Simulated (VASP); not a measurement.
Given:

```
CELL_PARAMETERS angstrom
      0.00000     3.14500     3.14500
      3.14500     0.00000     3.14500
      3.14500     3.14500     0.00000
ATOMIC_POSITIONS crystal
  K  0.00000 0.00000 0.00000
  Cl 0.50000 0.50000 0.50000
```

Calculation: PBE GGA, VASP's PBE PAW potentials (set 64) (plane waves; VASP 6.6.1). Settings: 400 eV cut-off, 10×10×10 Γ-centred mesh, Gaussian smearing of 0.050 eV, potentials K_sv Cl.

Gaps are read on the run's mesh, which can miss a band edge.

### Question
Predict the energy per atom (σ→0), band gap (on the k-mesh) with the smallest direct gap where there is one.

### Answer

The band gap (on the k-mesh) comes out as 5.19 eV. The smallest direct gap (on the k-mesh) comes out as 5.19 eV and the energy per atom (σ→0) is -3.402 eV/atom.

The absolute energy has meaning only against runs of the same code, potentials and settings.

The compound is KCl in the rock salt structure. The cell was not relaxed at this level. The run is one of a series of settings (KPOINTS 10×10×10 Γ-centred mesh against the base run), some of them coarse on purpose.
